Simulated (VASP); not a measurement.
# SnGe2 (Fm-3m): band edges, masses and strain, part 2 of 3

Aim: the gap of SnGe2, the masses at its band edges and their response to strain. The cell is generated by rule, not measured, and may not be a known phase.

VASP 6.6.1, plane waves and PAW; the level of theory is named at each step.

So far. Step 3 (Bands on a dense mesh): At 17.2 GPa the cell is away from the equilibrium volume of this level: left free, it would expand.

The structure was built from a prototype and need not be the compound's stable phase.

### 4. Bands with spin-orbit coupling

This step: PBEsol, spin-orbit coupling; plane waves and PAW (Sn_d, Ge_d); invented cell (VASP 6.6.1).

Spin-orbit coupling can split and shift the band edges, more so for heavy elements, so the bands are solved again with spinors.

The input, INCAR:

```
SYSTEM = SnGe2
PREC = Accurate
ENCUT = 410
EDIFF = 1E-06
NELM = 100
ISMEAR = 0
SIGMA = 0.02
LREAL = .FALSE.
ALGO = Normal
GGA = PS
LNONCOLLINEAR = .TRUE.
MAGMOM = 0 0 0 0 0 0 0 0 0
NBANDS = 54
GGA_COMPAT = .FALSE.
LASPH = .TRUE.
LSORBIT = .TRUE.
LORBIT = 11
LWAVE = .FALSE.
LCHARG = .FALSE.
KPAR = 4
ISIF = 2
```

The input, POSCAR:

```
SnGe2
1.0
    0.0000000000      3.1160700000      3.1160700000
    3.1160700000      0.0000000000      3.1160700000
    3.1160700000      3.1160700000      0.0000000000
Sn Ge
1 2
Direct
    0.0000000000      0.0000000000      0.0000000000
    0.2500000000      0.2500000000      0.2500000000
    0.7500000000      0.7500000000      0.7500000000
```

The input, KPOINTS:

```
Automatic mesh
0
Gamma
8 8 8
0 0 0
```

The input, KPOINTS_OPT:

```
Line mode
16
Line-mode
Reciprocal
  0.00000000   0.00000000   0.00000000 GAMMA
  0.50000000   0.00000000   0.50000000 X

  0.50000000   0.00000000   0.50000000 X
  0.50000000   0.25000000   0.75000000 W

  0.50000000   0.25000000   0.75000000 W
  0.37500000   0.37500000   0.75000000 K

  0.37500000   0.37500000   0.75000000 K
  0.00000000   0.00000000   0.00000000 GAMMA

  0.00000000   0.00000000   0.00000000 GAMMA
  0.50000000   0.50000000   0.50000000 L

  0.50000000   0.50000000   0.50000000 L
  0.62500000   0.25000000   0.62500000 U

  0.62500000   0.25000000   0.62500000 U
  0.50000000   0.25000000   0.75000000 W

  0.50000000   0.25000000   0.75000000 W
  0.50000000   0.50000000   0.50000000 L

  0.50000000   0.50000000   0.50000000 L
  0.37500000   0.37500000   0.75000000 K

  0.62500000   0.25000000   0.62500000 U
  0.50000000   0.00000000   0.50000000 X
```

The projector-augmented-wave data sets are Sn_d and Ge_d (PBE family, release 64).

Started as:

```console
$ mpirun -np 4 vasp_ncl
```

The log of the run:

```text
[... set-up lines as in an earlier step ...]
 entering main loop
       N       E                     dE             d eps       ncg     rms          rms(c)
DAV:   1     0.439651777573E+03    0.43965E+03   -0.16907E+04  3780   0.352E+03
DAV:   2     0.844802498205E+02   -0.35517E+03   -0.34216E+03  3132   0.886E+02
DAV:   3    -0.523478885216E+01   -0.89715E+02   -0.87895E+02  3252   0.249E+02
DAV:   4    -0.124376103270E+02   -0.72028E+01   -0.71218E+01  3730   0.816E+01
DAV:   5    -0.126275705193E+02   -0.18996E+00   -0.18961E+00  3604   0.144E+01    0.401E+00
DAV:   6    -0.125510454213E+02    0.76525E-01   -0.11094E-01  4458   0.373E+00    0.214E+00
DAV:   7    -0.125144725866E+02    0.36573E-01   -0.31971E-02  3910   0.231E+00    0.992E-01
DAV:   8    -0.125130077826E+02    0.14648E-02   -0.44773E-03  3500   0.621E-01    0.116E-01
DAV:   9    -0.125126372341E+02    0.37055E-03   -0.68394E-04  3940   0.378E-01    0.380E-02
DAV:  10    -0.125126446149E+02   -0.73808E-05   -0.56915E-05  3542   0.891E-02    0.171E-02
DAV:  11    -0.125126465519E+02   -0.19369E-05   -0.62134E-06  3528   0.283E-02    0.300E-03
DAV:  12    -0.125126465303E+02    0.21556E-07   -0.13285E-06  2494   0.197E-02
   1 F= -.12512647E+02 E0= -.12512304E+02  d E =-.685943E-03  mag=    -0.0000     0.0000    -0.0000
 Start KPOINTS_OPT (optional k-point list driver)
k-point batch [1-29\160]
       N       E                     dE             ncg
DAV:   1     0.149326701958E+03   -0.23648E+05     3734
DAV:   2    -0.101593530384E+05   -0.10309E+05     3132
DAV:   3    -0.126390346123E+05   -0.24797E+04     3264
DAV:   4    -0.128304645880E+05   -0.19143E+03     3872
DAV:   5    -0.128355198669E+05   -0.50553E+01     3702
DAV:   6    -0.128357258397E+05   -0.20597E+00     4596
DAV:   7    -0.128357293131E+05   -0.34734E-02     3852
DAV:   8    -0.128357294326E+05   -0.11948E-03     4616
DAV:   9    -0.128357294340E+05   -0.14170E-05     2500
DAV:  10    -0.128357294342E+05   -0.21453E-06     2082
[...]
k-point batch [146-160\160]
       N       E                     dE             ncg
DAV:   1     0.155123953344E+05   -0.17814E+05     1890
DAV:   2     0.101611541867E+05   -0.53512E+04     1620
DAV:   3     0.887531555020E+04   -0.12858E+04     1674
DAV:   4     0.878268276087E+04   -0.92633E+02     1944
DAV:   5     0.878034837975E+04   -0.23344E+01     2048
DAV:   6     0.878025856261E+04   -0.89817E-01     2392
DAV:   7     0.878025645815E+04   -0.21045E-02     2120
DAV:   8     0.878025640575E+04   -0.52403E-04     2376
DAV:   9     0.878025640514E+04   -0.60128E-06     1370
```

Wall time 1.7 min (4 MPI ranks of Intel Xeon 6975P-C (Granite Rapids), shared host); peak memory 1.5 GiB.

Parts of OUTCAR (step 4):

```text
The static configuration has the point symmetry O_h .

 Found     29 irreducible k-points:

   k-points           NKPTS =     29   k-points in BZ     NKDIM =     29   number of bands    NBANDS=     54

   NELECT =      42.0000    total number of electrons

 E-fermi :   8.1505

 k-point     1 :       0.0000    0.0000    0.0000
  band No.  band energies     occupation
    ...
     44       7.3999      1.00000
     45       7.3999      1.00000
     46       7.3999      1.00000
     47       7.7246      1.00000
     48       7.7246      1.00000
     49      11.2222      0.00000
     50      11.2222      0.00000
     51      11.4253      0.00000
     52      11.4253      0.00000
     53      11.4253      0.00000
    ...

 k-point     2 :       0.1250    0.0000    0.0000
  band No.  band energies     occupation
    ...
     42       7.2272      1.00000
     43       7.4930      1.00000
     44       7.4930      1.00000
     45       7.7681      1.00000
     46       7.7681      1.00000
     47       9.9442      0.00000
     48       9.9442      0.00000
     49      11.0386      0.00000
     50      11.0386      0.00000
     51      11.1958      0.00000
    ...

  Total        6.3539426      6.3539426      6.3539426      0.0000000     -0.0000000      0.0000000
  in kB      168.2295414    168.2295414    168.2295414      0.0000000     -0.0000000      0.0000000
  external PRESSURE =     168.2295414 kB  Pullay stress =       0.0000000 kB

 POSITION                                       TOTAL-FORCE (eV/Angst)
 -----------------------------------------------------------------------------------
      0.00000      0.00000      0.00000        -0.000000     -0.000000      0.000000
      1.55804      1.55804      1.55804        -0.000000     -0.000000     -0.000000
      4.67410      4.67410      4.67410         0.000000      0.000000      0.000000
 -----------------------------------------------------------------------------------
    total drift:                                0.000000      0.000000      0.000000

  FREE ENERGIE OF THE ION-ELECTRON SYSTEM (eV)
  ---------------------------------------------------
  free  energy   TOTEN  =       -12.5126465303 eV

  energy  without entropy=      -12.5119605873  energy(sigma->0) =      -12.51230356

 Spin-Orbit-Coupling matrix elements
 Ion:    1  E_soc:     -0.1018394
 Ion:    2  E_soc:     -0.0181109
 Ion:    3  E_soc:     -0.0181109

 total charge
# of ion       s       p       d       tot
------------------------------------------
    1        1.187   1.266  10.106  12.559
    2        1.268   1.039  10.032  12.339
    3        1.268   1.039  10.032  12.339
--------------------------------------------------
tot          3.722   3.344  30.170  37.237

 magnetization (x)
# of ion       s       p       d       tot
------------------------------------------
    1        0.000   0.000   0.000   0.000
    2       -0.000   0.000  -0.000   0.000
    3       -0.000  -0.000   0.000  -0.000
--------------------------------------------------
tot         -0.000   0.000  -0.000   0.000

 magnetization (y)
# of ion       s       p       d       tot
------------------------------------------
    1       -0.000  -0.000   0.000  -0.000
    2        0.000  -0.000  -0.000  -0.000
    3       -0.000   0.000   0.000  -0.000
--------------------------------------------------
tot         -0.000  -0.000  -0.000  -0.000

 magnetization (z)
# of ion       s       p       d       tot
------------------------------------------
    1        0.000  -0.000  -0.000  -0.000
    2       -0.000   0.000  -0.000   0.000
    3       -0.000   0.000   0.000   0.000
--------------------------------------------------
tot         -0.000   0.000  -0.000   0.000

[... 7 parts as in an earlier step ...]

[... 5 further parts left out ...]
```

LASPH is on here and off in the session's scalar semilocal runs, so a comparison with those holds both changes.

Numbers from this step:

- SCF cycles: 12
- bands: 54
- irreducible k-points: 29
- free energy (TOTEN): -12.51 eV
- energy at zero smearing: -12.51 eV
- Fermi energy: 8.150 eV
- pressure: 16.82 GPa

The spin moment in the PAW sphere vanishes on all atoms.

On-site spin-orbit energy by atom:

| atom | on-site spin-orbit energy (eV) |
| --- | --- |
| Sn1 | -0.102 |
| Ge2 | -0.018 |
| Ge3 | -0.018 |

Electronic bands along the path, in eV, zero at the Fermi level; # counts the bands kept, so #1 is VASP's band 33:

| point | #9 | #10 | #11 | #12 | #13 | #14 | #15 | #16 |
| --- | --- | --- | --- | --- | --- | --- | --- | --- |
| Γ | -1.32 | -1.32 | -0.75 | -0.75 | -0.75 | -0.75 | -0.43 | -0.43 |
| 0.47 of the way | 0.15 | 0.15 | 1.14 | 1.14 | 1.68 | 1.68 | 1.92 | 1.92 |
| X | -1.19 | -1.19 | 4.04 | 4.04 | 4.29 | 4.29 | 5.48 | 5.48 |
| 0.47 of the way | -0.35 | -0.35 | 1.97 | 1.97 | 4.30 | 4.30 | 5.12 | 5.12 |
| W | -1.16 | -1.16 | 1.47 | 1.47 | 2.64 | 2.64 | 4.67 | 4.67 |
| 0.53 of the way | 0.39 | 0.39 | 0.99 | 0.99 | 3.57 | 3.57 | 3.72 | 3.72 |
| K | 0.79 | 0.79 | 1.65 | 1.65 | 2.33 | 2.33 | 4.82 | 4.82 |
| 0.53 of the way | -1.78 | -1.78 | -0.77 | -0.77 | 1.99 | 1.99 | 2.28 | 2.28 |
| Γ | -1.32 | -1.32 | -0.75 | -0.75 | -0.75 | -0.75 | -0.43 | -0.43 |
| 0.47 of the way | -0.67 | -0.67 | -0.46 | -0.46 | -0.28 | -0.28 | 2.78 | 2.78 |
| L | -0.85 | -0.85 | -0.76 | -0.76 | -0.69 | -0.69 | 5.24 | 5.24 |
| 0.47 of the way | -0.67 | -0.67 | 0.38 | 0.38 | 1.98 | 1.98 | 3.18 | 3.18 |
| U | 0.79 | 0.79 | 1.65 | 1.65 | 2.33 | 2.33 | 4.82 | 4.82 |
| 0.53 of the way | 0.19 | 0.19 | 1.04 | 1.04 | 3.50 | 3.50 | 3.80 | 3.80 |
| W | -1.16 | -1.16 | 1.47 | 1.47 | 2.64 | 2.64 | 4.67 | 4.67 |
| 0.53 of the way | -1.61 | -1.61 | 1.28 | 1.28 | 2.30 | 2.30 | 3.02 | 3.02 |
| L | -0.85 | -0.85 | -0.76 | -0.76 | -0.69 | -0.69 | 5.24 | 5.24 |
| 0.53 of the way | -0.36 | -0.36 | 0.65 | 0.65 | 2.42 | 2.42 | 2.86 | 2.86 |
| K | 0.79 | 0.79 | 1.65 | 1.65 | 2.33 | 2.33 | 4.82 | 4.82 |
| jump to U | 0.79 | 0.79 | 1.65 | 1.65 | 2.33 | 2.33 | 4.82 | 4.82 |
| 0.47 of the way | -0.59 | -0.59 | 3.01 | 3.01 | 3.46 | 3.46 | 5.31 | 5.31 |
| X | -1.19 | -1.19 | 4.04 | 4.04 | 4.29 | 4.29 | 5.48 | 5.48 |

Of the projections kept (Sn, Ge), the largest for each band there; the rest of the weight can lie on other orbitals:

```csv
point,#9,#10,#11,#12,#13,#14,#15,#16
Γ,Sn 0.70,Sn 0.70,Sn 0.69,Sn 0.69,Sn 0.69,Sn 0.69,Sn 0.70,Sn 0.70
X,Sn 0.53,Sn 0.53,Ge 0.87,Ge 0.87,Ge 0.87,Ge 0.87,Ge 1.00,Ge 1.00
W,Ge 0.74,Ge 0.74,Ge 0.56,Ge 0.56,Sn 0.71,Sn 0.71,Ge 0.85,Ge 0.85
K,Ge 0.53,Ge 0.53,Ge 0.71,Ge 0.71,Ge 0.87,Ge 0.87,Ge 0.66,Ge 0.66
Γ,Sn 0.70,Sn 0.70,Sn 0.69,Sn 0.69,Sn 0.69,Sn 0.69,Sn 0.70,Sn 0.70
L,Ge 0.84,Ge 0.84,Ge 0.84,Ge 0.84,Ge 0.92,Ge 0.92,Ge 0.74,Ge 0.74
```

### 5. Orbitals for bands with HSE06, ENCUT 410

This step: PBE; plane waves and PAW (Sn_d, Ge_d); invented cell (VASP 6.6.1).

The hybrid starts from PBE orbitals, which saves many expensive cycles.

The input, INCAR:

```
SYSTEM = SnGe2
PREC = Accurate
ENCUT = 410
EDIFF = 1E-05
NELM = 100
ISMEAR = 0
SIGMA = 0.02
LREAL = .FALSE.
ALGO = Normal
GGA = PE
NBANDS = 27
LORBIT = 11
LWAVE = .TRUE.
LCHARG = .FALSE.
KPAR = 4
```

POSCAR is that of step 4.

The input, KPOINTS:

```
Automatic mesh
0
Gamma
4 4 4
0 0 0
```

Started as:

```console
$ mpirun -np 4 vasp_std
```

The log of the run:

```text
[banner, memory and clock lines left out]
running    4 mpi-ranks, on    1 nodes
 distrk:  each k-point on    1 cores,    4 groups
 distr:  one band on    1 cores,    1 groups

 POSCAR found type information on POSCAR SnGe
 POSCAR found :  2 types and       3 ions
 LDA part: xc-table for (Slater+PW92), standard interpolation
 POSCAR, INCAR and KPOINTS ok, starting setup
 FFT: planning ... GRIDC
 FFT: planning ... GRID_SOFT
 FFT: planning ... GRID
 WAVECAR not read
 entering main loop
       N       E                     dE             d eps       ncg     rms          rms(c)
DAV:   1     0.304218835471E+03    0.30422E+03   -0.18791E+04   499   0.346E+03
DAV:   2     0.341936296917E+02   -0.27003E+03   -0.26661E+03   432   0.581E+02
DAV:   3    -0.907171834738E+01   -0.43265E+02   -0.42301E+02   501   0.175E+02
DAV:   4    -0.108383707651E+02   -0.17667E+01   -0.17604E+01   493   0.402E+01
DAV:   5    -0.108797865344E+02   -0.41416E-01   -0.41409E-01   584   0.614E+00    0.377E+00
DAV:   6    -0.108244877643E+02    0.55299E-01   -0.35616E-02   532   0.263E+00    0.218E+00
DAV:   7    -0.107949067082E+02    0.29581E-01   -0.32046E-02   520   0.231E+00    0.147E-01
DAV:   8    -0.107947329390E+02    0.17377E-03   -0.57168E-03   486   0.110E+00    0.448E-02
DAV:   9    -0.107948234518E+02   -0.90513E-04   -0.26590E-04   477   0.172E-01    0.232E-02
DAV:  10    -0.107948387548E+02   -0.15303E-04   -0.35884E-05   379   0.452E-02    0.528E-03
DAV:  11    -0.107948396843E+02   -0.92955E-06   -0.66135E-06   307   0.416E-02
   1 F= -.10794840E+02 E0= -.10794311E+02  d E =-.105786E-02
 writing wavefunctions
```

Run time: 2.8 s. Hardware: 4 MPI ranks; peak memory 0.61 GiB.

From OUTCAR (step 5):

```text
   k-points           NKPTS =      8   k-points in BZ     NKDIM =      8   number of bands    NBANDS=     27

   NELECT =      42.0000    total number of electrons

 E-fermi :   8.3419

 k-point     1 :       0.0000    0.0000    0.0000
  band No.  band energies     occupation
    ...
     20       6.6418      2.00000
     21       7.3914      2.00000
     22       7.3914      2.00000
     23       7.3914      2.00000
     24       7.9357      2.00000
     25      11.5472      0.00000
     26      11.5472      0.00000
     27      11.5472      0.00000

  Total        8.1793343      8.1793343      8.1793343     -0.0000000      0.0000000      0.0000000
  in kB      216.5593440    216.5593440    216.5593440     -0.0000000      0.0000000      0.0000000
  external PRESSURE =     216.5593440 kB  Pullay stress =       0.0000000 kB

 POSITION                                       TOTAL-FORCE (eV/Angst)
 -----------------------------------------------------------------------------------
      0.00000      0.00000      0.00000        -0.000000     -0.000000      0.000000
      1.55804      1.55804      1.55804         0.000000      0.000000      0.000000
      4.67410      4.67410      4.67410        -0.000000     -0.000000     -0.000000
 -----------------------------------------------------------------------------------
    total drift:                                0.000000     -0.000000      0.000000

  FREE ENERGIE OF THE ION-ELECTRON SYSTEM (eV)
  ---------------------------------------------------
  free  energy   TOTEN  =       -10.7948396843 eV

  energy  without entropy=      -10.7937818288  energy(sigma->0) =      -10.79431076

[... 6 parts as in an earlier step ...]

[... 10 further parts left out ...]
```

The k-mesh is coarse for a metal.

This step gave:

| Property | Result |
| --- | --- |
| SCF cycles | 11 |
| bands | 27 |
| irreducible k-points | 8 |
| free energy (TOTEN) | -10.79 eV |
| energy at zero smearing | -10.79 eV |
| Fermi energy | 8.342 eV |
| pressure | 21.66 GPa |

The run ends at a pressure of 21.66 GPa.

(Continued in part 3 of 3.)

[Lines on the potential files, build, host, timing and source positions are cut from VASP's logs without a mark.]

[Logs are printed without paths, hosts, clocks, repeated set-up lines and the standing remarks that a program may print on its own settings, such as how far it seeks lower states.]

[Hosts, paths, dates, database ids (printed as entryN), source tags and the programs' standing remarks are cut or masked in the printed files.]

[In band tables of VASP the shares of atoms and orbitals are scaled to a sum of 1 inside the atoms' spheres.]

[Gaps and slopes under strain along one axis are those of the sampled path and mesh points; where strain splits equal valleys, another of them can be the edge.]
